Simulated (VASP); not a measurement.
Here is the system:

```
MnO2
1.0
    4.41640     0.00000     0.00000
    0.00000     4.41640     0.00000
    0.00000     0.00000     2.86950
Mn O
2 4
Direct
  0.00000   0.00000   0.00000
  0.50000   0.50000   0.50000
  0.30421   0.30421   0.00000
  0.80421   0.19579   0.50000
  0.19579   0.80421   0.50000
  0.69579   0.69579   0.00000
```
Starting moments (μB, in the order of the record's atoms Mn Mn O O O O): 2.5 -2.5 0.0 0.0 0.0 0.0.

These are PBE GGA with D3 dispersion (zero damping), VASP's PBE PAW potentials (set 64) (plane waves; VASP 6.6.1) values and carry that method's errors. Settings: 520 eV cut-off, Gaussian smearing of 0.050 eV, potentials Mn_pv O.

Q: Give the spin-up energies of bands 16 to 29 at the high-symmetry points, in eV from the Fermi level.

A: 
| band | Γ | Y | C0 | Z | A0 | T | S | R |
|---|---|---|---|---|---|---|---|---|
| 16 | -3.97 | -4.04 | -4.04 | -4.92 | -4.86 | -4.86 | -4.71 | -4.99 |
| 17 | -3.89 | -3.91 | -3.91 | -4.59 | -4.56 | -4.56 | -4.44 | -3.88 |
| 18 | -3.40 | -3.00 | -3.00 | -4.12 | -4.08 | -4.08 | -4.09 | -3.85 |
| 19 | -2.33 | -2.51 | -2.51 | -3.99 | -3.17 | -3.17 | -3.56 | -3.69 |
| 20 | -2.28 | -2.47 | -2.47 | -3.33 | -2.16 | -2.16 | -2.82 | -3.56 |
| 21 | -1.62 | -2.40 | -2.40 | -2.91 | -2.11 | -2.11 | -1.93 | -2.05 |
| 22 | -1.59 | -2.25 | -2.25 | -2.49 | -2.03 | -2.03 | -1.44 | -1.85 |
| 23 | -1.12 | -2.05 | -2.05 | -2.02 | -1.52 | -1.52 | -1.43 | -1.75 |
| 24 | -1.06 | -2.02 | -2.02 | -0.83 | -0.73 | -0.73 | -1.28 | -1.66 |
| 25 | -0.43 | -0.28 | -0.28 | -0.05 | -0.63 | -0.63 | -0.54 | -1.17 |
| 26 | -0.22 | 0.16 | 0.16 | 1.14 | 0.98 | 0.98 | 0.80 | 0.75 |
| 27 | 0.35 | 0.35 | 0.35 | 1.29 | 1.19 | 1.19 | 1.15 | 1.15 |
| 28 | 1.12 | 2.13 | 2.13 | 1.49 | 1.50 | 1.50 | 1.76 | 1.29 |
| 29 | 1.95 | 2.18 | 2.18 | 1.86 | 1.88 | 1.88 | 2.36 | 1.40 |

Q: Give the spin-down energies of bands 16 to 29 at the high-symmetry points, in eV from the Fermi level.

A: 
| band | Γ | Y | C0 | Z | A0 | T | S | R |
|---|---|---|---|---|---|---|---|---|
| 16 | -3.97 | -4.04 | -4.04 | -4.92 | -4.86 | -4.86 | -4.71 | -4.99 |
| 17 | -3.89 | -3.91 | -3.91 | -4.59 | -4.56 | -4.56 | -4.44 | -3.88 |
| 18 | -3.40 | -3.00 | -3.00 | -4.12 | -4.08 | -4.08 | -4.09 | -3.85 |
| 19 | -2.33 | -2.51 | -2.51 | -3.99 | -3.17 | -3.17 | -3.56 | -3.69 |
| 20 | -2.28 | -2.47 | -2.47 | -3.33 | -2.16 | -2.16 | -2.82 | -3.56 |
| 21 | -1.62 | -2.40 | -2.40 | -2.91 | -2.11 | -2.11 | -1.93 | -2.05 |
| 22 | -1.59 | -2.25 | -2.25 | -2.49 | -2.03 | -2.03 | -1.44 | -1.85 |
| 23 | -1.12 | -2.05 | -2.05 | -2.02 | -1.52 | -1.52 | -1.43 | -1.75 |
| 24 | -1.06 | -2.02 | -2.02 | -0.83 | -0.73 | -0.73 | -1.28 | -1.66 |
| 25 | -0.43 | -0.28 | -0.28 | -0.05 | -0.63 | -0.63 | -0.54 | -1.17 |
| 26 | -0.22 | 0.16 | 0.16 | 1.14 | 0.98 | 0.98 | 0.80 | 0.75 |
| 27 | 0.35 | 0.35 | 0.35 | 1.29 | 1.19 | 1.19 | 1.15 | 1.15 |
| 28 | 1.12 | 2.13 | 2.13 | 1.49 | 1.50 | 1.50 | 1.76 | 1.29 |
| 29 | 1.95 | 2.18 | 2.18 | 1.86 | 1.88 | 1.88 | 2.36 | 1.40 |

It has no gap at this level: it comes out as a metal or semimetal.

The compound is MnO2 in the rutile structure. It was relaxed first.
